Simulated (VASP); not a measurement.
Energy against volume of V (bcc). Calculation: PBE GGA with D3 dispersion (zero damping), VASP's PBE PAW potentials (set 64) (plane waves; VASP).

| V (Å³/atom) | E (eV/atom) |
|---|---|
| 12.151 | -9.48379 |
| 12.539 | -9.50859 |
| 12.927 | -9.51675 |
| 13.314 | -9.51063 |
| 13.702 | -9.49209 |

Fit a third-order Birch-Murnaghan equation of state.

* **volume per atom**: 12.94 Å^3/atom
* **bulk modulus**: 196 GPa
* **pressure derivative of the bulk modulus**: 3.91
* **lattice constant a**: 2.958 Å

Measured: bulk modulus 161 GPa at 0 K (computed value off by +21.7 %), as given by H. Levämäki et al., Physical Review B (2014), arXiv:1402.3671 [corrected for temperature and zero-point phonon effects]; a 3.021 Å at 0 K (computed value off by -2.1 %), as given by Daniel Mejia-Rodriguez et al., Physical Review B (2018), arXiv:1807.09216 [static lattice: zero-point anharmonic expansion removed].

The compound is V in the bcc structure. It was relaxed first, which changed the volume by -7 %. The run is not spin-polarised, so no magnetic state was tried.
